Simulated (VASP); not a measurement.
Input for VASP

**INCAR**
```
# general
SYSTEM  = HfSeS
PREC    = Accurate
ENCUT   = 400   # plane-wave cut-off (eV)
LREAL   = .FALSE.   # projection in real space or not
LASPH   = .TRUE.

# electronic loop
EDIFF   = 1E-6
NELM    = 100   # most electronic steps
ALGO    = Normal
LMAXMIX = 6

# smearing
ISMEAR  = 0   # Gaussian
SIGMA   = 0.05   # width (eV)

# ions
IBRION  = 2
NSW     = 60
ISIF    = 3   # ions, shape and volume
EDIFFG  = -0.02   # ionic stop

# output
LWAVE   = .FALSE.
LCHARG  = .FALSE.
```

File KPOINTS:
```
Automatic mesh
0
Gamma
6 6 4
0 0 0
```

**POSCAR**
```
HfSeS
1
    3.6238901898    -0.0000000000    -0.0000000000
   -1.8119450949     3.1383812588     0.0000000000
    0.0000000000     0.0000000000     5.8114294185
Hf Se S
1 1 1
Direct
  1.0000000000   0.0000000000   0.9873505821
  0.3333330000   0.6666670000   0.2640030477
  0.6666670000   0.3333330000   0.7486363702
```

POTCAR, in this order: Hf_pv Se S (LDA.64 set). Program: vasp_std.

**Question.** Translate this LDA calculation to Quantum ESPRESSO's pw.x.

**Answer.** One equivalent input (not run):
```
&CONTROL
  calculation = 'vc-relax'
  pseudo_dir = './pseudo'
  outdir = './out'
  tprnfor = .true.
  tstress = .true.
  nstep = 60
  forc_conv_thr = 0.00078
/
&SYSTEM
  ibrav = 0
  nat = 3
  ntyp = 3
  ecutwfc = 86
  occupations = 'smearing'
  smearing = 'gaussian'
  degauss = 0.003675
  input_dft = 'pz'
/
&ELECTRONS
  conv_thr = 7.3e-08
  electron_maxstep = 100
/
&IONS
/
&CELL
/
ATOMIC_SPECIES
  Hf 178.490 Hf.upf
  Se 78.971 Se.upf
  S 32.060 S.upf
CELL_PARAMETERS angstrom
     3.6238902   -0.0000000   -0.0000000
    -1.8119451    3.1383813    0.0000000
     0.0000000    0.0000000    5.8114294
ATOMIC_POSITIONS crystal
  Hf   1.0000000  0.0000000  0.9873506
  Se   0.3333330  0.6666670  0.2640030
  S    0.6666670  0.3333330  0.7486364
K_POINTS automatic
  6 6 4 0 0 0
```
The two are equivalent in intent, not identical: the potentials are each code's own (VASP's PAW set, PseudoDojo norm-conserving files in pw.x), so ENCUT and ecutwfc are chosen apart and not converted; conv_thr bounds pw.x's estimated SCF error, while EDIFF bounds the energy change between steps; forc_conv_thr acts on force components and is met together with etot_conv_thr.

The structure comes from a computed database's HfSeS entry (P3m1); how it stands against other phases isn't given here. This run relaxes it. Symmetry was kept, so distortions that lower it aren't found. The start is the result of an earlier pass.
